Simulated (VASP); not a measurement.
Calculation: PBE GGA, VASP's PBE PAW potentials (set 64) (plane waves; VASP).

Input for VASP

**KPOINTS**
```
Automatic mesh
0
Gamma
4 4 6
0 0 0
```

### INCAR
```
! general
SYSTEM =PbO2
PREC   =Accurate
ENCUT  =520
LREAL  =.FALSE.
LASPH  =.TRUE.

! electronic loop
EDIFF  =1E-6
NELM   =100
ALGO   =Normal
LMAXMIX=4

! smearing
ISMEAR =0
SIGMA  =0.05

! functional
GGA    =PE

! ions
IBRION =2
NSW    =60
ISIF   =3
EDIFFG =-0.02

! output
LWAVE  =.FALSE.
LCHARG =.FALSE.
```

File POSCAR:
```
PbO2
1.0
  5.0626456750   0.0000000000   0.0000000000
  0.0000000000   5.0626456750   0.0000000000
  0.0000000000   0.0000000000   3.4610091116
Pb O
2 4
Cartesian
  0.0000000000   5.0626456750   3.4610091116
  2.5313228375   2.5313228375   1.7305045558
  1.5567003774   1.5567003774   0.0000000000
  4.0880232149   0.9746224601   1.7305045558
  0.9746224601   4.0880232149   1.7305045558
  3.5059452976   3.5059452976   3.4610091116
```

POTCAR, in this order: Pb_d O (PBE.64 set). Program: vasp_std.

The run wrote:

### OUTCAR
```
 ion  position               nearest neighbor table
   1  0.000  0.000  0.000-   3 2.20   6 2.20   5 2.21   4 2.21   4 2.21   5 2.21   2 3.98   2 3.98
                             2 3.98   2 3.98   2 3.98   2 3.98   2 3.98   2 3.98
   2  0.500  0.500  0.500-   4 2.20   5 2.20   3 2.21   6 2.21   3 2.21   6 2.21   1 3.98   1 3.98
                             1 3.98   1 3.98   1 3.98   1 3.98   1 3.98   1 3.98
   3  0.307  0.307  0.000-   1 2.20   2 2.21   2 2.21
   4  0.807  0.193  0.500-   2 2.20   1 2.21   1 2.21
   5  0.193  0.807  0.500-   2 2.20   1 2.21   1 2.21
   6  0.693  0.693  0.000-   1 2.20   2 2.21   2 2.21
  LATTYP: Found a simple tetragonal cell.
 ALAT       =     5.0626456750
 C/A-ratio  =     0.6836364490
 Subroutine PRICEL returns:
 Original cell was already a primitive cell.
 Subroutine GETGRP returns: Found 16 space group operations
The static configuration has the point symmetry D_2h.
 The point group associated with its full space group is D_4h.
The dynamic configuration has the point symmetry D_2h.
 Subroutine INISYM returns: Found 16 space group operations
 Subroutine IBZKPT returns following result:
 Found     24 irreducible k-points:

 Following reciprocal coordinates:
            Coordinates               Weight
  0.000000  0.000000  0.000000      1.000000
  0.250000  0.000000  0.000000      4.000000
  0.500000  0.000000  0.000000      2.000000
  0.250000  0.250000  0.000000      4.000000
  0.500000  0.250000  0.000000      4.000000
  0.500000  0.500000  0.000000      1.000000
  0.000000  0.000000  0.166667      2.000000
  0.250000  0.000000  0.166667      8.000000
  0.500000  0.000000  0.166667      4.000000
  0.250000  0.250000  0.166667      8.000000
  0.500000  0.250000  0.166667      8.000000
  0.500000  0.500000  0.166667      2.000000
  0.000000  0.000000  0.333333      2.000000
  0.250000  0.000000  0.333333      8.000000
  0.500000  0.000000  0.333333      4.000000
  0.250000  0.250000  0.333333      8.000000
...
```

OSZICAR:
```
       N       E                     dE             d eps       ncg     rms          rms(c)
DAV:   1     0.677016205535E+03    0.67702E+03   -0.26311E+04  1488   0.201E+03
DAV:   2     0.561353390767E+02   -0.62088E+03   -0.59993E+03  1642   0.538E+02
DAV:   3    -0.337995104938E+02   -0.89935E+02   -0.87102E+02  1917   0.226E+02
DAV:   4    -0.373705900356E+02   -0.35711E+01   -0.35590E+01  1787   0.494E+01
DAV:   5    -0.375059115696E+02   -0.13532E+00   -0.13529E+00  2003   0.895E+00    0.139E+01
DAV:   6    -0.319092104969E+02    0.55967E+01   -0.26353E+01  2310   0.556E+01    0.472E+00
DAV:   7    -0.319048299433E+02    0.43806E-02   -0.17577E+00  1817   0.109E+01    0.277E+00
DAV:   8    -0.318997960199E+02    0.50339E-02   -0.48651E-01  2320   0.642E+00    0.120E+00
DAV:   9    -0.318705691593E+02    0.29227E-01   -0.12311E-01  2432   0.417E+00    0.137E-01
DAV:  10    -0.318723864226E+02   -0.18173E-02   -0.10983E-02  1635   0.625E-01    0.105E-01
DAV:  11    -0.318723582747E+02    0.28148E-04   -0.31159E-04  2342   0.196E-01    0.455E-02
DAV:  12    -0.318723378587E+02    0.20416E-04   -0.84300E-05  2027   0.603E-02    0.103E-02
DAV:  13    -0.318723381985E+02   -0.33983E-06   -0.53934E-06  1900   0.210E-02
   1 F= -.31872338E+02 E0= -.31872306E+02  d E =-.318723E+02
       N       E                     dE             d eps       ncg     rms          rms(c)
DAV:   1    -0.318744143469E+02   -0.20765E-02   -0.22548E-01  1526   0.366E+00    0.241E-01
DAV:   2    -0.318737816988E+02    0.63265E-03   -0.94587E-03  1912   0.897E-01    0.132E-01
DAV:   3    -0.318731625537E+02    0.61915E-03   -0.11050E-03  2261   0.484E-01    0.339E-02
DAV:   4    -0.318731529012E+02    0.96524E-05   -0.23638E-04  2218   0.122E-01    0.115E-02
DAV:   5    -0.318731500955E+02    0.28058E-05   -0.12259E-05  2093   0.499E-02    0.342E-03
DAV:   6    -0.318731499547E+02    0.14081E-06   -0.91533E-07  1066   0.929E-03
   2 F= -.31873150E+02 E0= -.31873118E+02  d E =-.811756E-03
```

OUTCAR:
```
------------------------ aborting loop because EDIFF is reached ----------------------------------------
  FORCE on cell =-STRESS in cart. coord.  units (eV):
  Direction    XX          YY          ZZ          XY          YZ          ZX
  --------------------------------------------------------------------------------------
  Total        0.1189544      0.1189544     -0.1012369     -0.0000000      0.0000000      0.0000000
  in kB        2.1468401      2.1468401     -1.8270827     -0.0000000      0.0000000      0.0000000
  external PRESSURE =       0.8221992 kB  Pullay stress =       0.0000000 kB
  volume of cell :       88.78
      direct lattice vectors                 reciprocal lattice vectors
     5.068793491 -0.000000000  0.000000000     0.197285607  0.000000000  0.000000000
    -0.000000000  5.068793491  0.000000000     0.000000000  0.197285607  0.000000000
     0.000000000  0.000000000  3.455271565     0.000000000  0.000000000  0.289412853
 POSITION                                       TOTAL-FORCE (eV/Angst)
 -----------------------------------------------------------------------------------
      5.06879      5.06879      0.00000        -0.000000      0.000000      0.000000
      2.53440      2.53440      1.72764        -0.000000      0.000000      0.000000
      1.56007      1.56007      0.00000         0.010621      0.010621      0.000000
      4.09447      0.97433      1.72764         0.010621     -0.010621     -0.000000
      0.97433      4.09447      1.72764        -0.010621      0.010621      0.000000
      3.50872      3.50872      3.45527        -0.010621     -0.010621     -0.000000
 -----------------------------------------------------------------------------------
    total drift:                                0.000000     -0.000000     -0.000000
  FREE ENERGIE OF THE ION-ELECTRON SYSTEM (eV)
  ---------------------------------------------------
  free  energy   TOTEN  =       -31.8731499547 eV

  energy  without entropy=      -31.8730854110  energy(sigma->0) =      -31.87311768

 reached required accuracy - stopping structural energy minimisation
```
(Selected blocks of OUTCAR.)

File CONTCAR:
```
PbO2
   1.00000000000000
     5.0687934908109851   -0.0000000000000000    0.0000000000000000
    -0.0000000000000000    5.0687934908109851    0.0000000000000000
     0.0000000000000000    0.0000000000000000    3.4552715652011594
  Pb              O
     2     4
Direct
     1.0000000000000000    1.0000000000000000    0.0000000000000000
     0.5000000000000000    0.5000000000000000    0.5000000000000000
     0.3077796410185716    0.3077796410185716    0.0000000000000000
     0.8077796410185716    0.1922203589814284    0.5000000000000000
     0.1922203589814284    0.8077796410185716    0.5000000000000000
     0.6922203589814284    0.6922203589814284    1.0000000000000000
```

The compound is PbO2 in the rutile structure. This run relaxes it. Symmetry was kept, so distortions that lower it aren't found. The start is the result of an earlier pass.
